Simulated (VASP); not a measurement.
# MnGa7N8 (a cell with a defect) in VASP: relaxation of the atoms with PBE

Aim: the relaxation of the atoms of MnGa7N8 (a cell with a defect) with PBE.

Program: VASP 6.6.1. These are calculated values, not measurements. Logs are shortened: lines on timing, memory, paths and dates and some standing lists are left out, and cuts for length are marked.

## (1) The crystal as given

The cell holds a defect, 16 atoms: a = 5.244 Å, b = 6.435 Å, c = 6.435 Å, α = 120.00°, β = 90.00°, γ = 90.00°.

## (2) Relaxation of the atoms, PBE, collinear spin, ferromagnetic start

INCAR

```
SYSTEM = MnGa7N8
PREC     = Normal         ! precision mode
ENCUT    = 450            ! plane-wave cutoff, eV
EDIFF    = 1E-6           ! SCF threshold, eV
ISMEAR   = 0              ! smearing method
SIGMA    = 0.01           ! smearing width, eV
LREAL    = Auto         
LASPH    = .True.         ! aspherical terms in the spheres
NELM     = 150            ! most SCF steps
ALGO     = Normal         ! electronic algorithm
ISIF     = 2              ! what is computed and relaxed
LWAVE    = .False.        ! write WAVECAR
LCHARG   = .False.        ! write CHGCAR
ISPIN    = 2              ! spin polarisation
MAGMOM   = 4 0 0 0 0 0 0 0 0 0 0 0 0 0 0 0 ! initial moments
LORBIT   = 11             ! projections on sites
LMAXMIX  = 4              ! l up to which the mixer works
GGA      = PE             ! functional
IBRION   = 2              ! ionic algorithm
NSW      = 70             ! ionic steps
EDIFFG   = -0.025         ! ionic threshold
AMIX     = 0.2          
BMIX     = 1E-4         
AMIX_MAG = 0.8          
BMIX_MAG = 1E-4         
ICORELEVEL= 1            
NELECT   = 143.0        
ISYM     = 0
```

KPOINTS

```
Automatic mesh
0
Gamma
  3 3 3
  0 0 0
```

POSCAR

```
MnGa7N8
1.0
    0.0000000000      0.0000000000      5.2440550000
   -3.2177240000     -5.5732640000      0.0000000000
    6.4354500000      0.0000000000      0.0000000000
Mn Ga N
1 7 8
Direct
    0.9999450200      0.1563313000      0.8381555500
    0.9991860000      0.1666665000      0.3333330000
    0.9991860000      0.6666665000      0.8333330000
    0.9991860000      0.6666665000      0.3333330000
    0.4991860000      0.3333335000      0.1666670000
    0.4991860000      0.3333335000      0.6666670000
    0.4991860000      0.8333335000      0.1666670000
    0.4991860000      0.8333335000      0.6666670000
    0.3667478800      0.1768191600      0.8326109600
    0.3758140000      0.1666665000      0.3333330000
    0.3758140000      0.6666665000      0.8333330000
    0.3758140000      0.6666665000      0.3333330000
    0.8618931400      0.3389625200      0.1676056200
    0.8545224300      0.3294111000      0.6533598500
    0.8758140000      0.8333335000      0.1666670000
    0.8670493800      0.8193839000      0.6654623300
```

Potentials or basis: VASP PAW PBE potentials, release 64 (Mn_pv, Ga_d, N).

The run is started by

```sh
$ cat potpaw_PBE.64/Mn_pv/POTCAR potpaw_PBE.64/Ga_d/POTCAR potpaw_PBE.64/N/POTCAR > POTCAR
$ mpirun -np 4 vasp_std > vasp.out
```

OUTCAR:

```text
SYSTEM = MnGa7N8
   PREC = Normal
   ENCUT = 450
   EDIFF = 1E-6
   ISMEAR = 0
   LREAL = Auto
   LASPH = .True.
   NELM = 150
   ISIF = 2
   ISPIN = 2
   LORBIT = 11
   GGA = PE
   IBRION = 2
   NSW = 70
   EDIFFG = -0.025
   AMIX = 0.2
   AMIX_MAG = 0.8
   NELECT = 143.0
   ISYM = 0

 ion  position               nearest neighbor table
   1  1.000  0.156  0.838-   9 1.93  13 1.98  16 2.00  14 2.14
   2  0.999  0.167  0.333-  14 1.94  15 1.97  10 1.98  13 2.02
   3  0.999  0.667  0.833-  16 1.92  15 1.97  11 1.98  14 2.03
   4  0.999  0.667  0.333-  13 1.96  15 1.97  12 1.98  16 1.98
   5  0.499  0.333  0.167-  13 1.90  10 1.97  12 1.97   9 1.99
   6  0.499  0.333  0.667-  14 1.86   9 1.93  11 1.97  10 1.97
[... 8 lines left out ...]
  15  0.876  0.833  0.167-   4 1.97   2 1.97   3 1.97   7 1.98
  16  0.867  0.819  0.665-   3 1.92   8 1.93   4 1.98   1 2.00

IMPORTANT INFORMATION: All symmetrisations will be switched off!
NOSYMM: (Re-)initialisation of all symmetry stuff for point group C_1.

----------------------------------------------------------------------------------------

                                     Primitive cell

  volume of cell :     188.0857

  direct lattice vectors                    reciprocal lattice vectors
     0.000000000  0.000000000  5.244055000     0.000000000  0.000000000  0.190692127
    -3.217724000 -5.573264000  0.000000000     0.000000000 -0.179428069  0.000000000
     6.435450000  0.000000000  0.000000000     0.155389289 -0.089714007  0.000000000

  length of vectors
     5.244055000  6.435450206  6.435450000     0.190692127  0.179428069  0.179428075

  position of ions in fractional coordinates (direct lattice)
     0.999945020  0.156331300  0.838155550
     0.999186000  0.166666500  0.333333000
     0.999186000  0.666666500  0.833333000
     0.999186000  0.666666500  0.333333000
     0.499186000  0.333333500  0.166667000
     0.499186000  0.333333500  0.666667000
[... 8 lines left out ...]
     0.875814000  0.833333500  0.166667000
     0.867049380  0.819383900  0.665462330

  ion indices of the primitive-cell ions
   primitive index   ion index
                 1           1
                 2           2
                 3           3
                 4           4
                 5           5
                 6           6
[... 8 lines left out ...]
                15          15
                16          16

----------------------------------------------------------------------------------------

 KPOINTS: Automatic mesh

Automatic generation of k-mesh.
 Grid dimensions read from file:
 generate k-points for:    3    3    3

 Generating k-lattice:

  Cartesian coordinates                     Fractional coordinates (reciprocal lattice)
     0.000000000  0.000000000  0.063564042     0.333333333  0.000000000  0.000000000
     0.000000000 -0.059809356  0.000000000     0.000000000  0.333333333  0.000000000
     0.051796430 -0.029904669  0.000000000     0.000000000 -0.000000000  0.333333333

  Length of vectors
     0.063564042  0.059809356  0.059809358

  Shift w.r.t. Gamma in fractional coordinates (k-lattice)
     0.000000000  0.000000000  0.000000000

 Subroutine IBZKPT returns following result:
 ===========================================

 Found     14 irreducible k-points:

 Following reciprocal coordinates:
            Coordinates               Weight
  0.000000  0.000000  0.000000      1.000000
  0.333333  0.000000  0.000000      2.000000
  0.000000  0.333333  0.000000      2.000000
  0.000000 -0.000000  0.333333      2.000000
  0.000000 -0.333333  0.333333      2.000000
  0.333333  0.333333  0.000000      2.000000
  0.333333 -0.000000  0.333333      2.000000
  0.333333 -0.333333  0.333333      2.000000
  0.333333 -0.333333  0.000000      2.000000
  0.333333  0.000000 -0.333333      2.000000
  0.333333  0.333333 -0.333333      2.000000
  0.000000  0.333333  0.333333      2.000000
  0.333333  0.333333  0.333333      2.000000
  0.333333 -0.333333 -0.333333      2.000000
   k-points           NKPTS =     14   k-points in BZ     NKDIM =     14   number of bands    NBANDS=     88
   number of dos      NEDOS =    301   number of ions     NIONS =     16
   total plane-waves  NPLWV =  36288
   dimension x,y,z NGX =    28 NGY =   36 NGZ =   36
   dimension x,y,z NGXF=    56 NGYF=   72 NGZF=   72
   ions per type =               1   7   8
   NGX,Y,Z   is equivalent  to a cutoff of   8.88,  9.30,  9.30 a.u.
   NGXF,Y,Z  is equivalent  to a cutoff of  17.75, 18.60, 18.60 a.u.
 SYSTEM =  MnGa7N8
   PREC   = normal    normal or accurate (medium, high low for compatibility)
   ISTART =      0    job   : 0-new  1-cont  2-samecut
   ICHARG =      2    charge: 1-file 2-atom 10-const
   ISPIN  =      2    spin polarized calculation?
   LNONCOLLINEAR =      F non collinear calculations
   LSORBIT =      F    spin-orbit coupling
   LASPH  =      T    aspherical Exc in radial PAW
   ENCUT  =  450.0 eV  33.07 Ry    5.75 a.u.   9.07 11.13 11.13*2*pi/ulx,y,z
   NELM   =    150;   NELMIN=  2; NELMDL= -5     # of ELM steps
   EDIFF  = 0.1E-05   stopping-criterion for ELM
   LREAL  =      T    real-space projection
   EDIFFG = -.3E-01   stopping-criterion for IOM
   NSW    =     70    number of steps for IOM
   IBRION =      2    ionic relax: 0-MD 1-quasi-New 2-CG
   NFREE  =      1    steps in history (QN), initial steepest desc. (CG)
   ISIF   =      2    stress and relaxation
   ISYM   =      0    0-nonsym 1-usesym 2-fastsym
   POTIM  = 0.5000    time-step for ionic-motion
   TEBEG  =    0.0;   TEEND  =   0.0 temperature during run
   PSTRESS=    0.0 pullay stress
   NELECT =     143.0000    total number of electrons
   NUPDOWN=      -1.0000    fix difference up-down
   EMIN   =  10.00;   EMAX   =-10.00  energy-range for DOS
   EFERMI =   0.00;   METHOD = LEGACY
   ISMEAR =     0;   SIGMA  =   0.01  broadening in eV -4-tet -1-fermi 0-gaus
   EFERMI_NEDOS =   21; number of points for ismear=-14 and -15
   IALGO  =     38    algorithm
   IMIX   =      4    mixing-type and parameters
     AMIX     =   0.20;   BMIX     =  0.00
     AMIX_MAG =   0.80;   BMIX_MAG =  0.00
  volume/ion in A,a.u.               =      11.76        79.33
  Fermi-wavevector in a.u.,A,eV,Ry     =   1.494175  2.823582 30.375825  2.232560
  Thomas-Fermi vector in A             =   2.606482
   LORBIT       =     11    0 simple, 1 ext, 2 COOP (PROOUT), +10 PAW based schemes
   GGA     = PE    functional components
   LHFCALC =     F    Hartree Fock is set to
   AEXX    =    0.0000 exact exchange contribution
   IVDW    =     0    specifies the selected vdW correction
   LEPSILON=     F    determine dielectric tensor
   LRPA    =     F    only Hartree local field effects (RPA)
 conjugate gradient relaxation of ions
 spin polarized calculation
 Gauss-broadening in eV      SIGMA  =   0.01
  energy-cutoff  :      450.00
  volume of cell :      188.09
 maximum number of plane-waves:      4098
   NGX = 19   NGY = 23   NGZ = 23

--------------------------------------- Ionic step        1  -------------------------------------------

 number of electron     143.0000530 magnetization       2.9998154

 Free energy of the ion-electron system (eV)
  ---------------------------------------------------
  ext. energy  EPLUGINS =         0.00000000
  ---------------------------------------------------
  free energy    TOTEN  =      -107.25453664 eV

  energy without entropy =     -107.25421950  energy(sigma->0) =     -107.25437807

------------------------ aborting loop because EDIFF is reached ----------------------------------------

  FORCE on cell =-STRESS in cart. coord.  units (eV):
  Direction    XX          YY          ZZ          XY          YZ          ZX
  --------------------------------------------------------------------------------------
  -------------------------------------------------------------------------------------
  Total      -11.4097821    -12.7280884    -10.7906587      0.0686291      0.0844812     -0.0628606
  in kB      -97.1923673   -108.4221442    -91.9184655      0.5846062      0.7196393     -0.5354679
  external PRESSURE =     -99.1776590 kB  Pullay stress =       0.0000000 kB
[... 131 lines left out ...]
  FREE ENERGIE OF THE ION-ELECTRON SYSTEM (eV)
  ---------------------------------------------------
  free  energy   TOTEN  =      -107.8826540102 eV

  energy  without entropy=     -107.8823342049  energy(sigma->0) =     -107.88249411

[... ionic steps 4 to 9 ...]

--------------------------------------- Ionic step       10  -------------------------------------------

 number of electron     143.0000114 magnetization       3.0000010

------------------------ aborting loop because EDIFF is reached ----------------------------------------
[... 95 lines left out ...]
--------------------------------------- Ionic step       12  -------------------------------------------

 number of electron     143.0000115 magnetization       3.0000011

 Free energy of the ion-electron system (eV)
  ---------------------------------------------------
  ext. energy  EPLUGINS =         0.00000000
  ---------------------------------------------------
  free energy    TOTEN  =      -107.94968375 eV

  energy without entropy =     -107.94946202  energy(sigma->0) =     -107.94957288

 the core state eigenenergies are
   1-  1s  -6418.0344  2s   -733.0434  2p   -619.2679  3s    -74.3029
   2-  1s -10217.3916  2s  -1250.7573  2p  -1087.2189  3s   -136.9985  3p    -87.7407

   3-  1s -10217.3930  2s  -1250.7585  2p  -1087.2202  3s   -136.9994  3p    -87.7416

   4-  1s -10217.3923  2s  -1250.7578  2p  -1087.2195  3s   -136.9986  3p    -87.7408
[... 9 lines left out ...]
   9-  1s   -370.9655
  10-  1s   -370.3462
  11-  1s   -370.3464
  12-  1s   -370.3459
  13-  1s   -370.8634
  14-  1s   -370.8630
  15-  1s   -370.2756
  16-  1s   -370.8628

 E-fermi :   5.8219     XC(G=0): -11.4411

 val. band max:        5.8217139276   @ k =   0.0000   0.3333   0.3333
 cond. band min:       5.9865271470   @ k =   0.3333   0.0000   0.0000
 fundamental gap:      0.1648132194
 Fermi energy:         5.8218610431

 spin component 1

 k-point     1 :       0.0000    0.0000    0.0000
  band No.  band energies     occupation
      1     -44.6858      1.00000
      2     -44.5326      1.00000
      3     -44.5323      1.00000
      4     -10.6074      1.00000
      5      -9.8432      1.00000
      6      -9.8417      1.00000
[... 256 lines left out ...]
     81      11.1342      0.00000
     82      11.3110      0.00000

 Fermi energy:         5.8218610431

 spin component 2

 k-point     1 :       0.0000    0.0000    0.0000
  band No.  band energies     occupation
      1     -41.8258      1.00000
      2     -41.4103      1.00000
      3     -41.4102      1.00000
      4     -10.5934      1.00000
      5      -9.8369      1.00000
      6      -9.8354      1.00000
[... 1193 lines left out ...]
     82      11.7216      0.00000
     83      11.8011      0.00000
 [bands above 83 left out]

------------------------ aborting loop because EDIFF is reached ----------------------------------------

  FORCE on cell =-STRESS in cart. coord.  units (eV):
  Direction    XX          YY          ZZ          XY          YZ          ZX
  --------------------------------------------------------------------------------------
  -------------------------------------------------------------------------------------
  Total      -11.2782333    -11.2943753    -14.5270455      0.0063553     -0.0008014      0.0046472
  in kB      -96.0717897    -96.2092932   -123.7462667      0.0541362     -0.0068270      0.0395867
  external PRESSURE =    -105.3424499 kB  Pullay stress =       0.0000000 kB
[... 31 lines left out ...]
  FREE ENERGIE OF THE ION-ELECTRON SYSTEM (eV)
  ---------------------------------------------------
  free  energy   TOTEN  =      -107.9496837484 eV

  energy  without entropy=     -107.9494620205  energy(sigma->0) =     -107.94957288

 reached required accuracy - stopping structural energy minimisation

 total charge

# of ion       s       p       d       tot
------------------------------------------
    1        0.384   6.368   4.973  11.725
    2        0.773   0.823  10.147  11.742
    3        0.773   0.822  10.147  11.742
    4        0.773   0.822  10.147  11.742
    5        0.773   0.815  10.146  11.733
    6        0.773   0.814  10.146  11.733
[... 8 lines left out ...]
   15        1.229   2.484   0.000   3.713
   16        1.250   2.417   0.000   3.667
--------------------------------------------------
tot         15.705  31.713  76.011 123.429

 magnetization (x)

# of ion       s       p       d       tot
------------------------------------------
    1        0.018   0.032   2.712   2.761
    2        0.012   0.015   0.002   0.029
    3        0.012   0.015   0.002   0.029
    4        0.012   0.015   0.002   0.029
    5        0.007   0.011   0.001   0.019
    6        0.007   0.011   0.001   0.019
[... 8 lines left out ...]
   15        0.001   0.000   0.000   0.001
   16        0.005  -0.029   0.000  -0.024
--------------------------------------------------
tot          0.096  -0.005   2.720   2.811
```

Wall time 6.4 min (4 MPI ranks of Intel Xeon Platinum 8559C (Emerald Rapids), shared host); peak memory 0.19 GiB.

Results:

```yaml
Free_energy: -107.9497 eV
Energy_gained_by_relaxing: 43.4 meV/atom
Ionic_steps: 12
Largest_force_after_relaxing: 0.014 eV/Å
Band_gap_on_the_k_mesh: none (metal or under the smearing width)
Net_moment: 3.00 μB per cell
Site_moments: Mn +2.76; Ga +0.03, +0.02, +0.00; N -0.04, +0.00, -0.02 μB
Valence_electrons_inside_the_program's_atomic_spheres: Mn 11.72; Ga 11.74, 11.73, 11.78; N 3.67, 3.71
```

Forces on the atoms (eV/Å):
```
Mn  -0.001 -0.005  0.005
Ga   0.005 -0.011  0.001
Ga  -0.006 -0.001  0.000
Ga   0.000  0.001  0.003
Ga   0.006  0.007 -0.002
Ga   0.005  0.004 -0.002
Ga   0.005  0.010 -0.004
Ga  -0.011 -0.003  0.000
N   -0.005 -0.004  0.006
N    0.010  0.010 -0.001
N   -0.006 -0.005 -0.001
N    0.003  0.012  0.001
N   -0.003 -0.004 -0.003
N    0.005 -0.005 -0.005
N   -0.006 -0.006  0.004
N   -0.001  0.000 -0.002
```

The path:
| step | energy change (eV) | largest force (eV/Å) | pressure (GPa) |
| --- | --- | --- | --- |
| 1 | 0.0000 | 2.7517 | -9.92 |
| 2 | -0.6280 | 0.6381 | -10.41 |
| 3 | -0.6281 | 0.6205 | -10.41 |
| 4 | -0.6847 | 0.2250 | -10.49 |
| 5 | -0.6852 | 0.2244 | -10.51 |
| 6 | -0.6917 | 0.0839 | -10.54 |
| 7 | -0.6922 | 0.1127 | -10.54 |
| 8 | -0.6938 | 0.0649 | -10.54 |
| 9 | -0.6941 | 0.0615 | -10.54 |
| 10 | -0.6948 | 0.0270 | -10.54 |
| 11 | -0.6950 | 0.0301 | -10.54 |
| 12 | -0.6951 | 0.0142 | -10.53 |

Final structure:
```yaml
crystal:
  lattice:
    - [0.00000, 0.00000, 5.24406]
    - [-3.21772, -5.57326, 0.00000]
    - [6.43545, 0.00000, 0.00000]
  atoms:
    - { symbol: Mn, position: [0.99157, 0.16560, 0.83261] }
    - { symbol: Ga, position: [0.00041, 0.16092, 0.33004] }
    - { symbol: Ga, position: [0.00034, 0.66780, 0.83742] }
    - { symbol: Ga, position: [0.00029, 0.66817, 0.33055] }
    - { symbol: Ga, position: [0.49128, 0.33459, 0.16896] }
    - { symbol: Ga, position: [0.49133, 0.33399, 0.66450] }
    - { symbol: Ga, position: [0.49958, 0.83305, 0.16624] }
    - { symbol: Ga, position: [0.49120, 0.82970, 0.66494] }
    - { symbol: N, position: [0.35090, 0.16594, 0.83279] }
    - { symbol: N, position: [0.37559, 0.16582, 0.33234] }
    - { symbol: N, position: [0.37557, 0.66608, 0.83346] }
    - { symbol: N, position: [0.37552, 0.66674, 0.33275] }
    - { symbol: N, position: [0.87662, 0.32870, 0.15845] }
    - { symbol: N, position: [0.87669, 0.32838, 0.66948] }
    - { symbol: N, position: [0.87419, 0.83233, 0.16608] }
    - { symbol: N, position: [0.87663, 0.83977, 0.66993] }
```

Core levels (eV, on the scale of the bands):
```csv
atom,levels
1 Mn,"1s -6418.0, 2s -733.0, 2p -619.3, 3s -74.3"
2 Ga,"1s -10217.4, 2s -1250.8, 2p -1087.2, 3s -137.0, 3p -87.7"
3 Ga,"1s -10217.4, 2s -1250.8, 2p -1087.2, 3s -137.0, 3p -87.7"
4 Ga,"1s -10217.4, 2s -1250.8, 2p -1087.2, 3s -137.0, 3p -87.7"
5 Ga,"1s -10217.5, 2s -1250.8, 2p -1087.3, 3s -137.1, 3p -87.8"
6 Ga,"1s -10217.5, 2s -1250.8, 2p -1087.3, 3s -137.1, 3p -87.8"
```

Caveat: the k mesh is coarse (spacing up to 0.40 Å⁻¹), so the values aren't converged; the cell is charged against a uniform background, so pressure and absolute levels hang on convention; the cutoff is under 1.25 times the usual one of these potentials, so pressure, stress and relaxed cells hold a basis-set (Pulay) error; only a ferromagnetic start was run, and an antiferromagnetic order may lie lower in energy.
